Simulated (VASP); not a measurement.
All values below come from PBE GGA, VASP's PBE PAW potentials (set 64) (plane waves; VASP).

The input files of a VASP run:

### INCAR
```
PREC  =  Accurate
SYSTEM  =  Bi
NELM  =  100   ! most electronic steps
ALGO  =  Normal   ! blocked Davidson
SIGMA  =  0.1
ISMEAR  =  0   ! Gaussian
LWAVE  =  .FALSE.
LREAL  =  .FALSE.
LCHARG  =  .FALSE.
ENCUT  =  300
LASPH  =  .TRUE.   ! aspherical one-centre terms
ISIF  =  2   ! forces and stress, cell fixed
LMAXMIX  =  4   ! l cut-off of mixed one-centre charges
GGA  =  PE
EDIFF  =  1E-6
```

File POSCAR:
```
Bi
1
    4.2487190000    -2.3202720000     0.0000000000
    4.2487190000     2.3202720000     0.0000000000
    2.9815930000     0.0000000000     3.8138410000
Bi
2
Direct
  0.2340000000   0.2340000000   0.2340000000
  0.7660000000   0.7660000000   0.7660000000
```

### KPOINTS
```
Automatic mesh
0
Gamma
11 11 11
0 0 0
```

POTCAR, in this order: Bi_d (PBE.64 set). Program: vasp_std.

The run wrote:

### OSZICAR
```
       N       E                     dE             d eps       ncg     rms          rms(c)
DAV:   1     0.248589102608E+03    0.24859E+03   -0.12784E+04  5631   0.131E+03
DAV:   2     0.110128641473E+02   -0.23758E+03   -0.23389E+03  5688   0.380E+02
DAV:   3    -0.722632558257E+01   -0.18239E+02   -0.18031E+02  6367   0.132E+02
DAV:   4    -0.774724668082E+01   -0.52092E+00   -0.51998E+00  6298   0.245E+01
DAV:   5    -0.776875602243E+01   -0.21509E-01   -0.21508E-01  7716   0.409E+00    0.102E+00
DAV:   6    -0.776868405127E+01    0.71971E-04   -0.13367E-02  6517   0.126E+00    0.633E-01
DAV:   7    -0.776936397898E+01   -0.67993E-03   -0.10390E-02  5923   0.114E+00    0.855E-02
DAV:   8    -0.776952757165E+01   -0.16359E-03   -0.10942E-03  6038   0.366E-01    0.273E-02
DAV:   9    -0.776956089680E+01   -0.33325E-04   -0.70498E-05  7248   0.833E-02    0.980E-03
DAV:  10    -0.776956011971E+01    0.77708E-06   -0.76767E-06  4725   0.296E-02
   1 F= -.77695601E+01 E0= -.77690543E+01  d E =-.101167E-02
```

OUTCAR:
```
------------------------ aborting loop because EDIFF is reached ----------------------------------------
  FORCE on cell =-STRESS in cart. coord.  units (eV):
  Direction    XX          YY          ZZ          XY          YZ          ZX
  --------------------------------------------------------------------------------------
  Total       -0.5110734     -0.7497378     -0.7233928      0.0000000      0.0000000      0.0792949
  in kB      -10.8894103    -15.9746179    -15.4132867      0.0000000      0.0000000      1.6895307
  external PRESSURE =     -14.0924383 kB  Pullay stress =       0.0000000 kB
  volume of cell :       75.20
      direct lattice vectors                 reciprocal lattice vectors
     4.248719000 -2.320272000  0.000000000     0.117682530 -0.215491977 -0.092002107
     4.248719000  2.320272000  0.000000000     0.117682530  0.215491977 -0.092002107
     2.981593000  0.000000000  3.813841000     0.000000000  0.000000000  0.262202855
 POSITION                                       TOTAL-FORCE (eV/Angst)
 -----------------------------------------------------------------------------------
      2.68609      0.00000      0.89244        -0.072048      0.000000     -0.023938
      8.79294      0.00000      2.92140         0.072048      0.000000      0.023938
 -----------------------------------------------------------------------------------
    total drift:                               -0.000000      0.000000     -0.000000
  FREE ENERGIE OF THE ION-ELECTRON SYSTEM (eV)
  ---------------------------------------------------
  free  energy   TOTEN  =        -7.7695601197 eV

  energy  without entropy=       -7.7685484511  energy(sigma->0) =       -7.76905429
```
(Selected blocks of OUTCAR.)

At this cut-off the stress carries a Pulay error, which pulls relaxed volumes low.

The structure is a typed Bi crystal. The cell was not relaxed at this level.
